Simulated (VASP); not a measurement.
Consider the following.

```
SnSe2
1.0
    1.90500    -3.29956     0.00000
    1.90500     3.29956     0.00000
    0.00000     0.00000     6.14000
Sn Se
1 2
Direct
  0.00000   0.00000   0.00000
  0.33333   0.66667   0.25000
  0.66667   0.33333   0.75000
```

Computed with G0W0 on PBE orbitals, VASP's PBE PAW potentials (set 64) (plane waves; VASP). Settings: PREC = Normal, 500 eV cut-off, 4×4×4 Γ-centred mesh, Gaussian smearing of 0.010 eV, potentials Sn_d_GW Se_GW.

The mesh is coarse and the basis finite, so the quasiparticle values are not converged.

NBANDS = 192, ENCUTGW = 180 eV, NOMEGA = 64. The PBE levels (eV) that the step starts from are:

| state | KS energy | filling |
|---|---|---|
| k1 (0.00, 0.00, 0.00), band 10 | 2.68 | 2 |
| k1 (0.00, 0.00, 0.00), band 11 | 2.98 | 2 |
| k1 (0.00, 0.00, 0.00), band 12 | 2.98 | 2 |
| k1 (0.00, 0.00, 0.00), band 13 | 3.34 | 2 |
| k1 (0.00, 0.00, 0.00), band 14 | 4.43 | 0 |
| k1 (0.00, 0.00, 0.00), band 15 | 6.31 | 0 |
| k1 (0.00, 0.00, 0.00), band 16 | 7.99 | 0 |
| k1 (0.00, 0.00, 0.00), band 17 | 7.99 | 0 |
| k3 (0.50, 0.00, 0.00), band 10 | 0.43 | 2 |
| k3 (0.50, 0.00, 0.00), band 11 | 0.70 | 2 |
| k3 (0.50, 0.00, 0.00), band 12 | 2.14 | 2 |
| k3 (0.50, 0.00, 0.00), band 13 | 3.06 | 2 |
| k3 (0.50, 0.00, 0.00), band 14 | 4.51 | 0 |
| k3 (0.50, 0.00, 0.00), band 15 | 7.13 | 0 |
| k3 (0.50, 0.00, 0.00), band 16 | 8.78 | 0 |
| k3 (0.50, 0.00, 0.00), band 17 | 8.81 | 0 |
| k13 (0.25, 0.25, 0.50), band 10 | -0.36 | 2 |
| k13 (0.25, 0.25, 0.50), band 11 | 0.45 | 2 |
| k13 (0.25, 0.25, 0.50), band 12 | 2.66 | 2 |
| k13 (0.25, 0.25, 0.50), band 13 | 2.90 | 2 |
| k13 (0.25, 0.25, 0.50), band 14 | 5.67 | 0 |
| k13 (0.25, 0.25, 0.50), band 15 | 7.88 | 0 |
| k13 (0.25, 0.25, 0.50), band 16 | 8.76 | 0 |
| k13 (0.25, 0.25, 0.50), band 17 | 9.43 | 0 |

**Question.** Give the quasiparticle energies and renormalisation factors Z.

**Answer.** 
| state | QP energy (eV) | Z |
|---|---|---|
| k1 (0.00, 0.00, 0.00), band 10 | 2.16 | 0.73 |
| k1 (0.00, 0.00, 0.00), band 11 | 2.51 | 0.72 |
| k1 (0.00, 0.00, 0.00), band 12 | 2.51 | 0.72 |
| k1 (0.00, 0.00, 0.00), band 13 | 2.84 | 0.74 |
| k1 (0.00, 0.00, 0.00), band 14 | 4.64 | 0.77 |
| k1 (0.00, 0.00, 0.00), band 15 | 6.50 | 0.77 |
| k1 (0.00, 0.00, 0.00), band 16 | 8.26 | 0.76 |
| k1 (0.00, 0.00, 0.00), band 17 | 8.26 | 0.76 |
| k3 (0.50, 0.00, 0.00), band 10 | -0.15 | 0.73 |
| k3 (0.50, 0.00, 0.00), band 11 | 0.15 | 0.73 |
| k3 (0.50, 0.00, 0.00), band 12 | 1.63 | 0.72 |
| k3 (0.50, 0.00, 0.00), band 13 | 2.57 | 0.73 |
| k3 (0.50, 0.00, 0.00), band 14 | 4.61 | 0.75 |
| k3 (0.50, 0.00, 0.00), band 15 | 7.30 | 0.77 |
| k3 (0.50, 0.00, 0.00), band 16 | 8.77 | 0.77 |
| k3 (0.50, 0.00, 0.00), band 17 | 9.06 | 0.75 |
| k13 (0.25, 0.25, 0.50), band 10 | -0.96 | 0.75 |
| k13 (0.25, 0.25, 0.50), band 11 | -0.14 | 0.74 |
| k13 (0.25, 0.25, 0.50), band 12 | 2.17 | 0.73 |
| k13 (0.25, 0.25, 0.50), band 13 | 2.38 | 0.73 |
| k13 (0.25, 0.25, 0.50), band 14 | 5.90 | 0.74 |
| k13 (0.25, 0.25, 0.50), band 15 | 8.04 | 0.77 |
| k13 (0.25, 0.25, 0.50), band 16 | 8.97 | 0.76 |
| k13 (0.25, 0.25, 0.50), band 17 | 9.68 | 0.74 |
On the mesh the gap opens from 0.81 to 1.42 eV.

The compound is SnSe2 in the 1T layered structure. The cell was not relaxed at this level. The k-mesh is coarse (spacing up to 0.48 per Å, 2π included), so the numbers may not be converged in it.
